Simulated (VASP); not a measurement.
Input:

```
Ca
1.0
    9.65204     0.00000     0.00000
    0.00000     3.94043     0.00000
    0.00000     0.00000    24.08015
Ca
8
Direct
  0.82713   0.25000   0.33929
  0.15764   0.75000   0.38277
  0.49768   0.25000   0.42964
  0.83176   0.75000   0.47647
  0.16824   0.25000   0.52353
  0.50232   0.75000   0.57036
  0.84236   0.25000   0.61723
  0.17287   0.75000   0.66071
```

Calculation: r2SCAN meta-GGA, VASP's PBE PAW potentials (set 64) (plane waves; VASP). Settings: PREC = Normal, 400 eV cut-off, 3×7×1 Γ-centred mesh, first-order Methfessel-Paxton smearing of 0.10 eV, potentials Ca_sv.

Task: What does the run give for the energy per atom (σ→0), band gap (on the k-mesh) with the smallest direct gap where there is one?

Result: 
The band gap (on the k-mesh) comes out as none (metal, semimetal or under 0.01 eV). The energy per atom (σ→0) is -6.697 eV/atom.

Only differences to runs with the same potentials and settings are physical.

The cell is a thin slab with vacuum, built from Ca (fcc): (211) face.
